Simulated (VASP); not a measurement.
Calculation: PBE GGA, VASP's PBE PAW potentials (set 64) (plane waves; VASP 6.6.1).

A VASP calculation is set up with these files.

### POSCAR
```
ZnS
1
    3.7217250000     0.0000000000     0.0000000000
   -1.8608630000     3.2231080000     0.0000000000
    0.0000000000     0.0000000000    12.1674350000
Zn S
4 4
Direct
  0.6666670000   0.3333330000   0.7499300000
  0.3333330000   0.6666670000   0.2499300000
  0.0000000000   0.0000000000   0.5000000000
  0.0000000000   0.0000000000   0.0000000000
  0.6666670000   0.3333330000   0.9377300000
  0.3333330000   0.6666670000   0.4377300000
  0.0000000000   0.0000000000   0.6873400000
  0.0000000000   0.0000000000   0.1873400000
```

**INCAR**
```
# general
SYSTEM   =  ZnS
PREC     =  Accurate
ENCUT    =  300   # plane-wave cut-off (eV)
LREAL    =  .False.
LASPH    =  .True.

# electronic loop
EDIFF    =  1E-6   # SCF stop (eV)
NELM     =  100   # most electronic steps
ALGO     =  Normal   # blocked Davidson
LMAXMIX  =  4

# smearing
ISMEAR   =  -1   # Fermi-Dirac
SIGMA    =  0.02

# functional
GGA      =  PE   # PBE

# ions
IBRION   =  2   # conjugate gradients
NSW      =  50   # most ionic steps
ISIF     =  3
EDIFFG   =  -0.01   # ionic stop

# output
LWAVE    =  .False.
LCHARG   =  .False.
```

File KPOINTS:
```
Automatic mesh
0
Gamma
8 8 3
0 0 0
```

POTCAR, in this order: Zn S (PBE.64 set). Program: vasp_std.

Q: What will the output report for the number of irreducible k-points (NKPTS), largest plane-wave count, number of space-group operations, FFT grid (NGX, NGY, NGZ)?

A: 
```
Property                                       Value
--------------------------------------  ------------
number of irreducible k-points (NKPTS)            20
largest plane-wave count                        1741
number of space-group operations                  12
FFT grid (NGX, NGY, NGZ)                24 × 24 × 70
```

The structure comes from a computed database's ZnS entry; how it stands against other phases isn't given here. This run relaxes it. Symmetry was kept, so distortions that lower it aren't found. The run is one of a series of settings (EDIFFG = -0.01, IBRION = 2, ISIF = 3, NSW = 50 against the base run), some of them coarse on purpose.
